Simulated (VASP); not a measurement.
Calculation: G0W0 on PBE orbitals, VASP's PBE PAW potentials (set 64) (plane waves; VASP).

Input for VASP

### KPOINTS
```
Automatic mesh
0
Gamma
4 4 4
0 0 0
```

**INCAR**
```
ALGO=EVGW0
ENCUT=500
ENCUTGW=250
GGA=PE
ISMEAR=0
LASPH=.TRUE.
LCHARG=.FALSE.
LREAL=.FALSE.
LSPECTRALGW=.TRUE.
LWAVE=.FALSE.
NBANDS=240
NBANDSGW=17
NELMGW=1
NOMEGA=64
PREC=Normal
SIGMA=0.01
SYSTEM=GaAs
```

**POSCAR**
```
GaAs
3.9951530
  0.0000000000   0.7071068367   0.7071068367
  0.7071068367   0.0000000000   0.7071068367
  0.7071068367   0.7071068367   0.0000000000
Ga As
1 1
Cartesian
  0.0000000000   0.0000000000   0.0000000000
  0.3535534184   0.3535534184   0.3535534184
```

POTCAR, in this order: Ga_d_GW As_GW (PBE.64 set). Program: vasp_std. Read from the step before: WAVECAR, WAVEDER.

What VASP printed:

### OSZICAR
```
energies w=
    0.000    0.000    0.228    0.000    0.455    0.000    0.681    0.000
    0.905    0.000    1.128    0.000    1.348    0.000    1.565    0.000
    1.780    0.000    1.992    0.000    2.201    0.000    2.407    0.000
    2.609    0.000    2.810    0.000    3.007    0.000    3.203    0.000
    3.396    0.000    3.588    0.000    3.779    0.000    3.968    0.000
    4.157    0.000    4.346    0.000    4.535    0.000    4.725    0.000
    4.916    0.000    5.109    0.000    5.304    0.000    5.502    0.000
    5.704    0.000    5.910    0.000    6.122    0.000    6.339    0.000
    6.564    0.000    6.796    0.000    7.037    0.000    7.288    0.000
    7.553    0.000    7.830    0.000    8.123    0.000    8.433    0.000
    8.765    0.000    9.119    0.000    9.501    0.000    9.916    0.000
   10.367    0.000   10.860    0.000   11.406    0.000   12.012    0.000
   12.693    0.000   13.461    0.000   14.338    0.000   15.350    0.000
   16.532    0.000   17.931    0.000   19.616    0.000   21.681    0.000
   24.274    0.000   27.624    0.000   32.114    0.000   38.437    0.000
   47.983    0.000   64.026    0.000   96.516    0.000  196.889    0.000
NQ=   1    0.0000    0.0000    0.0000,
 performed        331000 updates of chi_q(r,r)
NQ=   2    0.2500    0.0000    0.0000,
 performed        890000 updates of chi_q(r,r)
NQ=   3    0.5000    0.0000    0.0000,
 performed       1384000 updates of chi_q(r,r)
NQ=   4    0.2500    0.2500    0.0000,
 performed       1943000 updates of chi_q(r,r)
NQ=   5    0.5000    0.2500    0.0000,
 performed       2682000 updates of chi_q(r,r)
NQ=   6   -0.2500    0.2500    0.0000,
 performed       3356000 updates of chi_q(r,r)
NQ=   7    0.5000    0.5000    0.0000,
 performed       3801000 updates of chi_q(r,r)
NQ=   8   -0.2500    0.5000    0.2500,
 performed       4344000 updates of chi_q(r,r)
 resolving degeneracies of screened two electron integrals
```

### OUTCAR
```


 k-point   1 :       0.0000    0.0000    0.0000
  band No.  KS-energies  QP-energies   sigma(KS)   V_xc(KS)     V^pw_x(r,r')   Z            occupation Imag(sigma)

      1     -10.9479     -12.8622     -24.5809     -21.7106     -35.0665       0.6669       2.0000       0.2058
      2     -10.9479     -12.8622     -24.5809     -21.7106     -35.0665       0.6669       2.0000       0.2058
      3     -10.9479     -12.8622     -24.5809     -21.7106     -35.0665       0.6669       2.0000       0.2058
      4     -10.8698     -12.8059     -24.7060     -21.8117     -35.1699       0.6689       2.0000       0.1764
      5     -10.8698     -12.8059     -24.7060     -21.8117     -35.1699       0.6689       2.0000       0.1764
      6      -8.8286      -9.2570     -11.8224     -11.1371     -18.1081       0.6250       2.0000       0.9019
      7       3.9142       3.3633     -12.5859     -11.8603     -13.6960       0.7592       2.0000       0.0502
      8       3.9142       3.3633     -12.5859     -11.8603     -13.6960       0.7592       2.0000       0.0502
      9       3.9142       3.3633     -12.5859     -11.8603     -13.6960       0.7592       2.0000       0.0502
     10       4.4289       4.7004     -11.1322     -11.4868      -7.0792       0.7658       0.0000      -0.0587
     11       7.6105       7.5364     -10.1034     -10.0055      -5.5696       0.7567       0.0000      -0.0867
     12       7.6105       7.5364     -10.1034     -10.0055      -5.5696       0.7567       0.0000      -0.0867
     13       7.6105       7.5364     -10.1034     -10.0055      -5.5696       0.7567       0.0000      -0.0867
     14      11.5033      11.2873      -8.1337      -7.8538      -2.6241       0.7716       0.0000      -0.2556
     15      13.9933      13.8497     -10.0188      -9.8251      -4.5095       0.7411       0.0000      -0.2870
     16      13.9933      13.8497     -10.0188      -9.8251      -4.5095       0.7411       0.0000      -0.2870
     17      15.4353      15.1632      -8.0787      -7.7133      -2.2246       0.7446       0.0000      -0.4009

 k-point   2 :       0.2500    0.0000    0.0000
  band No.  KS-energies  QP-energies   sigma(KS)   V_xc(KS)     V^pw_x(r,r')   Z            occupation Imag(sigma)

      1     -10.9898     -12.8671     -24.3023     -21.4856     -34.7256       0.6665       2.0000       0.2205
      2     -10.9368     -12.8550     -24.6053     -21.7327     -35.0951       0.6677       2.0000       0.2044
      3     -10.9368     -12.8550     -24.6053     -21.7327     -35.0951       0.6677       2.0000       0.2044
      4     -10.8694     -12.8058     -24.7050     -21.8125     -35.1725       0.6695       2.0000       0.1764
      5     -10.8694     -12.8058     -24.7050     -21.8125     -35.1725       0.6695       2.0000       0.1764
      6      -8.1337      -8.5949     -12.2187     -11.5103     -18.3271       0.6510       2.0000       0.8737
      7      -0.2423      -0.7714     -11.8517     -11.1211     -14.0912       0.7242       2.0000       0.1352
      8       3.2287       2.6537     -12.2896     -11.5278     -13.5247       0.7547       2.0000       0.0552
      9       3.2287       2.6537     -12.2896     -11.5278     -13.5247       0.7547       2.0000       0.0552
     10       5.3480       5.4293     -10.4257     -10.5320      -6.3117       0.7650       0.0000      -0.0643
     11       8.4807       8.4184     -10.1811     -10.0982      -5.4432       0.7522       0.0000      -0.1066
     12       8.4807       8.4184     -10.1811     -10.0982      -5.4432       0.7522       0.0000      -0.1066
     13       9.8684       9.8482     -10.4439     -10.4166      -5.3621       0.7433       0.0000      -0.1549
     14      12.8653      12.5649      -7.9017      -7.5012      -2.3099       0.7500       0.0000      -0.2854
     15      12.9061      12.6990      -9.3514      -9.0748      -3.9872       0.7486       0.0000      -0.2613
     16      12.9061      12.6990      -9.3514      -9.0748      -3.9872       0.7486       0.0000      -0.2613
     17      15.8330      15.6397      -8.9633      -8.7053      -2.8405       0.7494       0.0000      -0.4917

 k-point   3 :       0.5000    0.0000    0.0000
  band No.  KS-energies  QP-energies   sigma(KS)   V_xc(KS)     V^pw_x(r,r')   Z            occupation Imag(sigma)

      1     -11.0261     -12.8770     -24.1277     -21.3437     -34.5130       0.6648       2.0000       0.2301
      2     -10.9287     -12.8477     -24.6194     -21.7439     -35.1075       0.6673       2.0000       0.2026
      3     -10.9287     -12.8477     -24.6194     -21.7439     -35.1075       0.6673       2.0000       0.2026
      4     -10.8658     -12.8019     -24.7155     -21.8248     -35.1918       0.6698       2.0000       0.1779
      5     -10.8658     -12.8019     -24.7155     -21.8248     -35.1918       0.6698       2.0000       0.1779
      6      -7.0531      -7.5191     -12.8306     -12.1324     -18.6054       0.6675       2.0000       0.7620
      7      -2.7570      -3.3387     -11.2477     -10.4129     -14.7038       0.6969       2.0000       0.3125
      8       2.7622       2.1639     -12.1948     -11.3968     -13.6023       0.7498       2.0000       0.0607
      9       2.7622       2.1639     -12.1948     -11.3968     -13.6023       0.7498       2.0000       0.0607
     10       4.8970       4.9525     -10.3193     -10.3916      -6.3208       0.7678       0.0000      -0.0612
     11       8.5180       8.4221      -9.7789      -9.6519      -5.0787       0.7553       0.0000      -0.1068
     12       8.5180       8.4221      -9.7789      -9.6519      -5.0787       0.7553       0.0000      -0.1068
     13      11.6553      11.3197      -8.0363      -7.5918      -2.5893       0.7548       0.0000      -0.2413
     14      14.3364      14.2313      -9.8185      -9.6751      -3.6859       0.7328       0.0000      -0.4200
     15      15.7624      15.6142      -9.8058      -9.6053      -3.5499       0.7397       0.0000      -0.5063
     16      15.7624      15.6142      -9.8058      -9.6053      -3.5499       0.7397       0.0000      -0.5063
     17      16.4019      16.4233     -10.3295     -10.3586      -3.7373       0.7362       0.0000      -0.6206

 k-point   4 :       0.2500    0.2500    0.0000
  band No.  KS-energies  QP-energies   sigma(KS)   V_xc(KS)     V^pw_x(r,r')   Z            occupation Imag(sigma)

      1     -11.0102     -12.8783     -24.2504     -21.4436     -34.6665       0.6656       2.0000       0.2233
      2     -10.9236     -12.8447     -24.6366     -21.7609     -35.1328       0.6680       2.0000       0.2029
      3     -10.9236     -12.8447     -24.6366     -21.7609     -35.1328       0.6680       2.0000       0.2029
      4     -10.8812     -12.8097     -24.6655     -21.7758     -35.1219       0.6674       2.0000       0.1780
      5     -10.8633     -12.8007     -24.7166     -21.8251     -35.1892       0.6700       2.0000       0.1764
      6      -7.8972      -8.3523     -12.2721     -11.5739     -18.3046       0.6519       2.0000       0.8560
      7      -0.1890      -0.6742     -12.2492     -11.5856     -14.4201       0.7312       2.0000       0.1316
      8       2.2081       1.6004     -11.8541     -11.0399     -13.3606       0.7463       2.0000       0.0680
      9       2.2081       1.6004     -11.8541     -11.0399     -13.3606       0.7463       2.0000       0.0680
     10       5.8673       5.7482      -9.5575      -9.4023      -5.4439       0.7675       0.0000      -0.0681
     11       7.1678       7.1564     -10.1111     -10.0961      -5.6768       0.7585       0.0000      -0.0844
     12      10.5016      10.4699     -10.7446     -10.7011      -5.4480       0.7287       0.0000      -0.1721
     13      10.5016      10.4699     -10.7446     -10.7011      -5.4480       0.7287       0.0000      -0.1721
     14      11.3447      11.2319      -9.5728      -9.4237      -4.4119       0.7563       0.0000      -0.2041
     15      14.9950      14.8429      -9.9735      -9.7713      -4.2146       0.7519       0.0000      -0.3849
     16      15.3281      15.1531      -9.0627      -8.8291      -2.8957       0.7493       0.0000      -0.4724
     17      17.5818      17.2556      -8.3891      -7.9543      -2.2309       0.7502       0.0000      -0.6023

 k-point   5 :       0.5000    0.2500    0.0000
  band No.  KS-energies  QP-energies   sigma(KS)   V_xc(KS)     V^pw_x(r,r')   Z            occupation Imag(sigma)

      1     -11.0375     -12.8873     -24.1236     -21.3440     -34.5149       0.6655       2.0000       0.2320
      2     -10.9178     -12.8426     -24.6410     -21.7635     -35.1334       0.6689       2.0000       0.1995
      3     -10.9125     -12.8403     -24.6608     -21.7829     -35.1609       0.6699       2.0000       0.2017
      4     -10.8805     -12.8113     -24.6719     -21.7828     -35.1347       0.6683       2.0000       0.1784
      5     -10.8626     -12.8023     -24.7180     -21.8278     -35.1946       0.6711       2.0000       0.1768
      6      -6.7618      -7.2119     -12.8239     -12.1534     -18.4945       0.6712       2.0000       0.7370
      7      -2.3873      -2.9465     -11.7595     -10.9648     -15.0222       0.7036       2.0000       0.2647
      8       0.6561       0.0372     -11.2192     -10.3750     -13.1190       0.7331       2.0000       0.1039
      9       1.8578       1.2342     -11.8110     -10.9702     -13.4652       0.7417       2.0000       0.0736
     10       6.0923       5.9876      -9.5979      -9.4615      -5.4529       0.7672       0.0000      -0.0702
     11       8.6048       8.6186     -10.2857     -10.3042      -5.4285       0.7490       0.0000      -0.1212
     12      10.1277       9.9847      -9.7806      -9.5897      -4.7538       0.7491       0.0000      -0.1545
     13      10.8433      10.7795     -10.2767     -10.1902      -4.9138       0.7381       0.0000      -0.1973
     14      14.2992      14.1515     -10.0514      -9.8489      -3.8970       0.7294       0.0000      -0.4256
     15      15.9044      15.7261      -9.9679      -9.7289      -3.7719       0.7461       0.0000      -0.5182
     16      16.4973      16.3856      -9.5044      -9.3536      -3.1539       0.7399       0.0000      -0.5841
     17      16.9530      16.7733      -9.5686      -9.3243      -3.2515       0.7356       0.0000      -0.5718

 k-point   6 :      -0.2500    0.2500    0.0000
  band No.  KS-energies  QP-energies   sigma(KS)   V_xc(KS)     V^pw_x(r,r')   Z            occupation Imag(sigma)

...
```
(Selected blocks of OUTCAR.)

The mesh is coarse and the basis finite, so the quasiparticle values are not converged.

The compound is GaAs in the zinc blende structure. The cell was not relaxed at this level. The k-mesh is coarse (spacing up to 0.48 per Å, 2π included), so the numbers may not be converged in it.
